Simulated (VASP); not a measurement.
All values below come from PBEsol GGA, VASP's PBE PAW potentials (set 64) (plane waves; VASP).

The input files of a VASP run:

File KPOINTS:
```
Automatic mesh
0
Gamma
7 7 4
0 0 0
```

POSCAR:
```
GaN
1.0
  3.1794520069   0.0000000000   0.0000000000
 -1.5897260034   2.7534866137   0.0000000000
  0.0000000000   0.0000000000   5.1925758180
Ga N
2 2
direct
  0.3333330000   0.6666670000   0.9996223005
  0.6666670000   0.3333330000   0.4996223005
  0.3333330000   0.6666670000   0.3753776995
  0.6666670000   0.3333330000   0.8753776995
```

### INCAR
```
# general
SYSTEM  = GaN
PREC    = Accurate
ENCUT   = 520
LREAL   = .False.
LASPH   = .True.

# electronic loop
EDIFF   = 1E-6
NELM    = 100
ALGO    = Normal
LMAXMIX = 4

# smearing
ISMEAR  = 0
SIGMA   = 0.05

# functional
GGA     = PS

# ions
IBRION  = 2
NSW     = 60
ISIF    = 3
EDIFFG  = -0.02

# output
LWAVE   = .False.
LCHARG  = .False.
```

POTCAR, in this order: Ga_d N (PBE.64 set). Program: vasp_std.

What will the output report for the number of irreducible k-points (NKPTS), largest plane-wave count, number of space-group operations, FFT grid (NGX, NGY, NGZ)?

number of irreducible k-points (NKPTS): 24
largest plane-wave count: 1237
number of space-group operations: 12
FFT grid (NGX, NGY, NGZ): 24 × 24 × 40

The structure was generated: GaN was put into the wurtzite type (P6_3mc), which need not be its known phase. This run relaxes it. Symmetry was kept, so distortions that lower it aren't found. The start is the result of an earlier pass.
